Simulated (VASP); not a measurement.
# RPA total energies of LiH, part 3 of 6

How do semilocal functionals compare with the RPA for LiH, and at what cost? The scan starts from a database cell scaled to its smallest volume. The cell is of the rock-salt type. The start is a cell from a database of measured crystal structures.

VASP 6.6.1, plane waves and PAW; the level of theory is named at each step.

So far. Step 8 (Comparison: HSE06, volume ratio 0.94): Its energy is -3.3834 eV an atom, on a zero of its own. Step 9 (Orbitals, volume ratio 0.97): The run ends at a pressure of -1.23 GPa.

The database entry behind the starting cell differs from other determinations of this structure, so it need not match the best structure at room temperature.

### 10. Exact exchange, volume ratio 0.97

This step: Hartree-Fock energy on PBE orbitals; plane waves and PAW (Li_GW, H_GW) (VASP 6.6.1).

Exact exchange at this point.

File INCAR:

```
SYSTEM = LiH
PREC = Accurate
ENCUT = 410
ISMEAR = 0
SIGMA = 0.05
LREAL = .FALSE.
GGA = PE
NBANDS = 7
ALGO = Eigenval
NELM = 1
LHFCALC = .TRUE.
AEXX = 1
ALDAC = 0
AGGAC = 0
PRECFOCK = Normal
LWAVE = .FALSE.
LCHARG = .FALSE.
```

File POSCAR:

```
LiH
1.0
    0.0000000000      2.0161753610      2.0161753610
    2.0161753610      0.0000000000      2.0161753610
    2.0161753610      2.0161753610      0.0000000000
Li H
1 1
Direct
    0.0000000000      0.0000000000      0.0000000000
    0.5000000000      0.5000000000      0.5000000000
```

File KPOINTS:

```
Automatic mesh
0
Gamma
4 4 4
0 0 0
```

PAW data sets: Li_GW and H_GW (PBE family, release 64).

The run starts from files that an earlier step left in the folder.

Command:

```
mpirun -np 8 vasp_std
```

Standard output:

```text
[banner, memory and clock lines left out]
running    8 mpi-ranks, on    1 nodes
[...]
[... a notice as in an earlier step ...]

 LDA part: xc-table for (Slater+PW92), standard interpolation
 [... a notice as in an earlier step ...]

 found WAVECAR, reading the header
  number of bands has changed, file:     7 present:     8
  trying to continue reading WAVECAR, but it might fail
 POSCAR, INCAR and KPOINTS ok, starting setup
[...]
reading WAVECAR
 random initialization beyond band            7
 the WAVECAR file was read successfully
 initial charge from wavefunction
 entering main loop
       N       E                     dE             d eps       ncg     rms          rms(c)
EIG:   1    -0.919986E+01   -0.91999E+01    0.00000E+00     0   0.000E+00
   1 F= -.91998551E+01 E0= -.91998551E+01  d E =-.258556E-24
```

Run time: 1.2 s. Hardware: 8 MPI ranks of Intel Xeon 6975P-C (Granite Rapids), shared host; peak memory 0.77 GiB.

From OUTCAR (step 10):

```text
 POSITION                                       TOTAL-FORCE (eV/Angst)
 -----------------------------------------------------------------------------------
      0.00000      0.00000      0.00000         0.000000      0.000000     -0.000000
      2.01618      2.01618      2.01618        -0.000000     -0.000000      0.000000
 -----------------------------------------------------------------------------------
    total drift:                                0.000000      0.000000     -0.000000

  FREE ENERGIE OF THE ION-ELECTRON SYSTEM (eV)
  ---------------------------------------------------
  free  energy   TOTEN  =        -9.1998550883 eV

  energy  without entropy=       -9.1998550883  energy(sigma->0) =       -9.19985509

[... 2 parts as in an earlier step ...]

[... 1 further part left out ...]
[key lines of the parts left out:]
E-fermi :  -2.3142
```

The Hartree-Fock energy on these orbitals is -4.5999 eV an atom.

### 11. Empty bands, volume ratio 0.97

This step: PBE; plane waves and PAW (Li_GW, H_GW) (VASP 6.6.1).

The empty bands are made again, for the run that follows.

File INCAR:

```
SYSTEM = LiH
PREC = Accurate
ENCUT = 410
ISMEAR = 0
SIGMA = 0.05
LREAL = .FALSE.
GGA = PE
NBANDS = 328
ALGO = Exact
NELM = 1
LWAVE = .TRUE.
LCHARG = .FALSE.
LOPTICS = .TRUE.
NEDOS = 1000
CSHIFT = 0.1
```

POSCAR is that of step 10.

KPOINTS is that of step 10.

Command:

```
mpirun -np 8 vasp_std
```

Standard output:

```text
[banner, memory and clock lines left out]
running    8 mpi-ranks, on    1 nodes
[...]
[... a notice as in an earlier step ...]

 LDA part: xc-table for (Slater+PW92), standard interpolation
 found WAVECAR, reading the header
  number of bands has changed, file:     7 present:   328
  trying to continue reading WAVECAR, but it might fail
 POSCAR, INCAR and KPOINTS ok, starting setup
[...]
reading WAVECAR
 random initialization beyond band            7
 the WAVECAR file was read successfully
 initial charge from wavefunction
 entering main loop
       N       E                     dE             d eps       ncg     rms          rms(c)
DIA:   1    -0.609582E+01   -0.60958E+01    0.00000E+00     0   0.000E+00
   1 F= -.60958243E+01 E0= -.60958243E+01  d E =-.238393E-31
 writing wavefunctions
 optical routines
 imaginary and real dielectric function
 recalculating local potential from charge density
 direction            1
 direction            2
 direction            3
```

The job ended after 1.2 s (8 MPI ranks; peak memory 0.83 GiB; 4.8 s of CPU time).

OUTCAR, selected parts (step 11):

```text
  Total       -0.1261356     -0.1261356     -0.1261356     -0.0000000      0.0000000      0.0000000
  in kB      -12.3291556    -12.3291556    -12.3291556     -0.0000000      0.0000000      0.0000000
  external PRESSURE =     -12.3291556 kB  Pullay stress =       0.0000000 kB

 POSITION                                       TOTAL-FORCE (eV/Angst)
 -----------------------------------------------------------------------------------
      0.00000      0.00000      0.00000         0.000000     -0.000000     -0.000000
      2.01618      2.01618      2.01618        -0.000000      0.000000      0.000000
 -----------------------------------------------------------------------------------
    total drift:                                0.000000      0.000000      0.000000

  FREE ENERGIE OF THE ION-ELECTRON SYSTEM (eV)
  ---------------------------------------------------
  free  energy   TOTEN  =        -6.0958242518 eV

  energy  without entropy=       -6.0958242518  energy(sigma->0) =       -6.09582425

[... 1 part as in an earlier step ...]

[... 2 further parts left out ...]
[key lines of the parts left out:]
E-fermi :  -2.2610
```

WAVECAR now holds 328 bands for 2 electrons.

### 12. RPA correlation, volume ratio 0.97

This step: RPA correlation on PBE orbitals; plane waves and PAW (Li_GW, H_GW) (VASP 6.6.1).

RPA correlation at this point.

File INCAR:

```
SYSTEM = LiH
PREC = Accurate
ENCUT = 410
ISMEAR = 0
SIGMA = 0.05
LREAL = .FALSE.
GGA = PE
NBANDS = 328
ALGO = ACFDT
ENCUTGW = 200
NOMEGA = 12
PRECFOCK = Fast
LWAVE = .FALSE.
LCHARG = .FALSE.
```

POSCAR is that of step 11.

KPOINTS is that of step 11.

Command:

```
mpirun -np 8 vasp_std
```

Standard output:

```text
[banner, memory and clock lines left out]
running    8 mpi-ranks, on    1 nodes
[...]
[... a notice as in an earlier step ...]

 LDA part: xc-table for (Slater+PW92), standard interpolation
 found WAVECAR, reading the header
 POSCAR, INCAR and KPOINTS ok, starting setup
[...]
reading WAVECAR
 the WAVECAR file was read successfully
 initial charge from wavefunction
 available memory per node:     31.96 GB, setting MAXMEM to     32730

 The Fermi energy was updated, please check that it is located mid-gap
 values below the HOMO (VB) or above the LUMO (CB) will cause erroneous energies
 E-fermi :  -1.1798

 the WAVEDER file was read successfully
 set NWRITE>2 for more details about minimax calculation
 number of imaginary grid points requested:      12
 number of distinct grids requested:  1
 quadrature errors minimized for energies in [ 0.298E+01, 0.411E+03 ]
 bosonic grid (T=0, re) determined with error: 0.6845E-08
 bosonic grid (re): 0.6845E-08
[...]
NQ=   2    0.2500    0.0000    0.0000,
|.........|.........|.........|.........
 performed        502000 updates of chi_q(r,r)
 total number of BLAS operations         47.38 Gflops
NQ=   3    0.5000    0.0000    0.0000,
|.........|.........|.........|.........
 performed        753000 updates of chi_q(r,r)
 total number of BLAS operations         70.82 Gflops
NQ=   4    0.2500    0.2500    0.0000,
|.........|.........|.........|.........
 performed       1004000 updates of chi_q(r,r)
 total number of BLAS operations         91.31 Gflops
NQ=   5    0.5000    0.2500    0.0000,
|.........|.........|.........|.........
 performed       1255000 updates of chi_q(r,r)
 total number of BLAS operations        113.04 Gflops
NQ=   6   -0.2500    0.2500    0.0000,
|.........|.........|.........|.........
 performed       1506000 updates of chi_q(r,r)
 total number of BLAS operations        136.05 Gflops
NQ=   7    0.5000    0.5000    0.0000,
|.........|.........|.........|.........
 performed       1757000 updates of chi_q(r,r)
 total number of BLAS operations        159.48 Gflops
NQ=   8   -0.2500    0.5000    0.2500,
|.........|.........|.........|.........
 performed       2008000 updates of chi_q(r,r)
 total number of BLAS operations        182.91 Gflops
 entering main loop
```

Elapsed: 4.6 s, on 8 MPI ranks; peak memory 1 GiB.

From OUTCAR (step 12):

```text
      cutoff energy     smooth cutoff   RPA   correlation   Hartree contr. to MP2
---------------------------------------------------------------------------------
            200.000           160.000       -2.3081876325       -3.2424386315
            190.476           152.381       -2.2988901833       -3.2316667254
            181.406           145.125       -2.2890389492       -3.2201736055
            172.768           138.214       -2.2784827275       -3.2077931716
            164.541           131.632       -2.2668026344       -3.1940021131
            156.705           125.364       -2.2545333678       -3.1793912695
            149.243           119.394       -2.2417157779       -3.1640295643
            142.136           113.709       -2.2279516043       -3.1474548162
  linear regression

[... 2 parts as in an earlier step ...]

[... 2 further parts left out ...]
[key lines of the parts left out:]
E-fermi :  -1.1798
```

The correlation energy is -1.2141 eV an atom, +4 meV against the point before. With exact exchange the total is -5.8140 eV an atom.

### 13. Comparison: r2SCAN, volume ratio 0.97

This step: r2SCAN; plane waves and PAW (Li_GW, H_GW) (VASP 6.6.1).

The comparison at this point.

File INCAR:

```
SYSTEM = LiH
PREC = Accurate
ENCUT = 410
EDIFF = 1E-06
NELM = 100
ISMEAR = 0
SIGMA = 0.05
LREAL = .FALSE.
ALGO = Normal
METAGGA = R2SCAN
LASPH = .TRUE.
NBANDS = 7
LWAVE = .FALSE.
LCHARG = .FALSE.
KPAR = 8
```

POSCAR is that of step 12.

KPOINTS is that of step 12.

Command:

```
mpirun -np 8 vasp_std
```

Standard output:

```text
[banner, memory and clock lines left out]
running    8 mpi-ranks, on    1 nodes
[...]
[... a notice as in an earlier step ...]

 [... a notice as in an earlier step ...]

 LDA part: xc-table for (None), standard interpolation
 POSCAR, INCAR and KPOINTS ok, starting setup
[...]
entering main loop
       N       E                     dE             d eps       ncg     rms          rms(c)
DAV:   1    -0.598800E+01   -0.59880E+01   -0.84258E+02   119   0.168E+02
DAV:   2    -0.701473E+01   -0.10267E+01   -0.10267E+01   154   0.182E+01
DAV:   3    -0.702102E+01   -0.62894E-02   -0.62894E-02   126   0.158E+00
DAV:   4    -0.702103E+01   -0.45888E-05   -0.45888E-05   175   0.305E-02
[...]
DAV:  10    -0.670926E+01    0.40038E-04   -0.44026E-06   119   0.148E-02    0.286E-03
DAV:  11    -0.670925E+01    0.74196E-05   -0.14245E-06   126   0.722E-03    0.515E-04
DAV:  12    -0.670925E+01   -0.48615E-06   -0.10220E-08    56   0.636E-04
   1 F= -.67092508E+01 E0= -.67092508E+01  d E =-.499734E-12
```

Run time: 3.6 s. Hardware: 8 MPI ranks; peak memory 0.88 GiB.

From OUTCAR (step 13):

```text
  Total       -0.1425923     -0.1425923     -0.1425923      0.0000000      0.0000000     -0.0000000
  in kB      -13.9377161    -13.9377161    -13.9377161      0.0000000      0.0000000     -0.0000000
  external PRESSURE =     -13.9377161 kB  Pullay stress =       0.0000000 kB

  FREE ENERGIE OF THE ION-ELECTRON SYSTEM (eV)
  ---------------------------------------------------
  free  energy   TOTEN  =        -6.7092507841 eV

  energy  without entropy=       -6.7092507841  energy(sigma->0) =       -6.70925078

[... 3 parts as in an earlier step ...]

[... 1 further part left out ...]
[key lines of the parts left out:]
E-fermi :  -2.7252
```

Its energy is -3.3546 eV an atom, on a zero of its own.

### 14. Orbitals for comparison: HSE06, volume ratio 0.97

This step: PBE; plane waves and PAW (Li_GW, H_GW) (VASP 6.6.1).

Starting orbitals, as before.

File INCAR:

```
SYSTEM = LiH
PREC = Accurate
ENCUT = 410
EDIFF = 1E-05
NELM = 100
ISMEAR = 0
SIGMA = 0.05
LREAL = .FALSE.
ALGO = Normal
GGA = PE
NBANDS = 7
LORBIT = 11
LWAVE = .TRUE.
LCHARG = .FALSE.
KPAR = 8
```

POSCAR is that of step 13.

KPOINTS is that of step 13.

Command:

```
mpirun -np 8 vasp_std
```

Standard output:

```text
[... set-up lines as in an earlier step ...]
 entering main loop
       N       E                     dE             d eps       ncg     rms          rms(c)
[... 9 cycles as in an earlier step ...]
DAV:  10    -0.609582E+01    0.48943E-05   -0.50416E-06    56   0.140E-02
   1 F= -.60958246E+01 E0= -.60958246E+01  d E =-.725738E-11
 writing wavefunctions
```

Run time: 1 s. Hardware: 8 MPI ranks; peak memory 0.85 GiB; 3.6 s of CPU time.

From OUTCAR (step 14):

```text
  Total       -0.1270214     -0.1270214     -0.1270214      0.0000000      0.0000000      0.0000000
  in kB      -12.4157432    -12.4157432    -12.4157432      0.0000000      0.0000000      0.0000000
  external PRESSURE =     -12.4157432 kB  Pullay stress =       0.0000000 kB

 POSITION                                       TOTAL-FORCE (eV/Angst)
 -----------------------------------------------------------------------------------
      0.00000      0.00000      0.00000        -0.000000      0.000000      0.000000
      2.01618      2.01618      2.01618         0.000000     -0.000000      0.000000
 -----------------------------------------------------------------------------------
    total drift:                                0.000000      0.000000      0.000000

  FREE ENERGIE OF THE ION-ELECTRON SYSTEM (eV)
  ---------------------------------------------------
  free  energy   TOTEN  =        -6.0958245958 eV

  energy  without entropy=       -6.0958245958  energy(sigma->0) =       -6.09582460

[... 2 parts as in an earlier step ...]

[... 1 further part left out ...]
[key lines of the parts left out:]
E-fermi :  -2.4488
```

The run ends at a pressure of -1.24 GPa.

### 15. Comparison: HSE06, volume ratio 0.97

This step: HSE06; plane waves and PAW (Li_GW, H_GW) (VASP 6.6.1).

The comparison at this point.

File INCAR:

```
SYSTEM = LiH
PREC = Accurate
ENCUT = 410
EDIFF = 1E-06
NELM = 100
ISMEAR = 0
SIGMA = 0.05
LREAL = .FALSE.
ALGO = Normal
LHFCALC = .TRUE.
AEXX = 0.25
GGA = PE
HFSCREEN = 0.2
LASPH = .TRUE.
NBANDS = 7
PRECFOCK = Fast
LWAVE = .FALSE.
LCHARG = .FALSE.
KPAR = 8
```

POSCAR is that of step 14.

KPOINTS is that of step 14.

The WAVECAR or CHGCAR of an earlier step is read.

Command:

```
mpirun -np 8 vasp_std
```

Standard output:

```text
[... set-up lines as in an earlier step ...]
 entering main loop
       N       E                     dE             d eps       ncg     rms          rms(c)
DAV:   1    -0.676567E+01   -0.67657E+01   -0.63477E-02   112   0.109E+00    0.852E-02
DAV:   2    -0.676608E+01   -0.40867E-03   -0.56718E-04   112   0.126E-01    0.583E-02
DAV:   3    -0.676608E+01    0.11844E-05   -0.11503E-05   119   0.186E-02    0.364E-02
DAV:   4    -0.676608E+01    0.22502E-06   -0.71055E-06   112   0.116E-02
   1 F= -.67660765E+01 E0= -.67660765E+01  d E =-.349725E-18
```

Run time: 3.4 s. Hardware: 8 MPI ranks; peak memory 1.6 GiB.

Parts of OUTCAR (step 15):

```text
 POSITION                                       TOTAL-FORCE (eV/Angst)
 -----------------------------------------------------------------------------------
      0.00000      0.00000      0.00000        -0.000000     -0.000000      0.000000
      2.01618      2.01618      2.01618         0.000000      0.000000      0.000000
 -----------------------------------------------------------------------------------
    total drift:                                0.000000      0.000000      0.000000

  FREE ENERGIE OF THE ION-ELECTRON SYSTEM (eV)
  ---------------------------------------------------
  free  energy   TOTEN  =        -6.7660765411 eV

  energy  without entropy=       -6.7660765411  energy(sigma->0) =       -6.76607654

[... 2 parts as in an earlier step ...]

[... 1 further part left out ...]
[key lines of the parts left out:]
E-fermi :  -3.0986
```

Its energy is -3.3830 eV an atom, on a zero of its own.

### 16. Orbitals, volume ratio 1

This step: PBE; plane waves and PAW (Li_GW, H_GW) (VASP 6.6.1).

The same chain follows at a volume ratio of 1.

File INCAR:

```
SYSTEM = LiH
PREC = Accurate
ENCUT = 410
EDIFF = 1E-08
NELM = 100
ISMEAR = 0
SIGMA = 0.05
LREAL = .FALSE.
ALGO = Normal
GGA = PE
NBANDS = 7
LORBIT = 11
LWAVE = .TRUE.
LCHARG = .FALSE.
KPAR = 8
```

File POSCAR:

```
LiH
1.0
    0.0000000000      2.0367500000      2.0367500000
    2.0367500000      0.0000000000      2.0367500000
    2.0367500000      2.0367500000      0.0000000000
Li H
1 1
Direct
    0.0000000000      0.0000000000      0.0000000000
    0.5000000000      0.5000000000      0.5000000000
```

KPOINTS is that of step 15.

Command:

```
mpirun -np 8 vasp_std
```

Standard output:

```text
[... set-up lines as in an earlier step ...]
 entering main loop
       N       E                     dE             d eps       ncg     rms          rms(c)
DAV:   1    -0.536036E+01   -0.53604E+01   -0.82880E+02   119   0.172E+02
DAV:   2    -0.630471E+01   -0.94435E+00   -0.94435E+00   147   0.159E+01
DAV:   3    -0.631020E+01   -0.54805E-02   -0.54805E-02   140   0.136E+00
DAV:   4    -0.631021E+01   -0.12939E-04   -0.12939E-04   168   0.470E-02
[...]
DAV:  12    -0.609300E+01    0.87851E-07   -0.97451E-09   112   0.637E-04    0.257E-04
DAV:  13    -0.609300E+01   -0.56594E-07   -0.20092E-09    56   0.175E-04    0.181E-05
DAV:  14    -0.609300E+01   -0.11347E-08   -0.14893E-10    56   0.730E-05
   1 F= -.60929961E+01 E0= -.60929961E+01  d E =-.102601E-11
 writing wavefunctions
```

It took 1.2 s on 8 MPI ranks; peak memory 0.87 GiB; 4.2 s of CPU time.

From OUTCAR (step 16):

```text
  Total       -0.2358850     -0.2358850     -0.2358850     -0.0000000      0.0000000     -0.0000000
  in kB      -22.3649425    -22.3649425    -22.3649425     -0.0000000      0.0000000     -0.0000000
  external PRESSURE =     -22.3649425 kB  Pullay stress =       0.0000000 kB

 POSITION                                       TOTAL-FORCE (eV/Angst)
 -----------------------------------------------------------------------------------
      0.00000      0.00000      0.00000        -0.000000      0.000000      0.000000
      2.03675      2.03675      2.03675         0.000000     -0.000000     -0.000000
 -----------------------------------------------------------------------------------
    total drift:                                0.000000      0.000000      0.000000

  FREE ENERGIE OF THE ION-ELECTRON SYSTEM (eV)
  ---------------------------------------------------
  free  energy   TOTEN  =        -6.0929960704 eV

  energy  without entropy=       -6.0929960704  energy(sigma->0) =       -6.09299607

[... 1 part as in an earlier step ...]

[... 2 further parts left out ...]
[key lines of the parts left out:]
E-fermi :  -2.4999
```

The run ends at a pressure of -2.24 GPa.

### 17. Exact exchange, volume ratio 1

This step: Hartree-Fock energy on PBE orbitals; plane waves and PAW (Li_GW, H_GW) (VASP 6.6.1).

Exact exchange at this point.

File INCAR:

```
SYSTEM = LiH
PREC = Accurate
ENCUT = 410
ISMEAR = 0
SIGMA = 0.05
LREAL = .FALSE.
GGA = PE
NBANDS = 7
ALGO = Eigenval
NELM = 1
LHFCALC = .TRUE.
AEXX = 1
ALDAC = 0
AGGAC = 0
PRECFOCK = Normal
LWAVE = .FALSE.
LCHARG = .FALSE.
```

POSCAR is that of step 16.

KPOINTS is that of step 16.

The run starts from files that an earlier step left in the folder.

Command:

```
mpirun -np 8 vasp_std
```

Standard output:

```text
[... set-up lines as in an earlier step ...]
 entering main loop
       N       E                     dE             d eps       ncg     rms          rms(c)
EIG:   1    -0.920409E+01   -0.92041E+01    0.00000E+00     0   0.000E+00
   1 F= -.92040901E+01 E0= -.92040901E+01  d E =-.265374E-37
```

Run time: 1.2 s. Hardware: 8 MPI ranks; peak memory 0.74 GiB; 4.8 s of CPU time.

Parts of OUTCAR (step 17):

```text
 POSITION                                       TOTAL-FORCE (eV/Angst)
 -----------------------------------------------------------------------------------
      0.00000      0.00000      0.00000         0.000000      0.000000      0.000000
      2.03675      2.03675      2.03675         0.000000      0.000000      0.000000
 -----------------------------------------------------------------------------------
    total drift:                                0.000000      0.000000      0.000000

  FREE ENERGIE OF THE ION-ELECTRON SYSTEM (eV)
  ---------------------------------------------------
  free  energy   TOTEN  =        -9.2040900642 eV

  energy  without entropy=       -9.2040900642  energy(sigma->0) =       -9.20409006

[... 2 parts as in an earlier step ...]

[... 1 further part left out ...]
[key lines of the parts left out:]
E-fermi :  -2.2820
```

The Hartree-Fock energy on these orbitals is -4.6020 eV an atom.

(Continued in part 4 of 6.)

[Long decimals in the printed logs are rounded to 6 places.]

[Lines on the potential files, build, host, timing and source positions are cut from VASP's logs without a mark.]

[Logs are printed without paths, hosts, clocks, repeated set-up lines and the standing remarks that a program may print on its own settings, such as how far it seeks lower states.]

[Hosts, paths, dates, database ids (printed as entryN), source tags and the programs' standing remarks are cut or masked in the printed files.]

[Measured values are set beside computed ones only where the two were judged alike; some that the calculation misses by far are left out.]

[Pressures printed for these runs are not shown converged in the cutoff: they can be off by several GPa and have the wrong sign.]
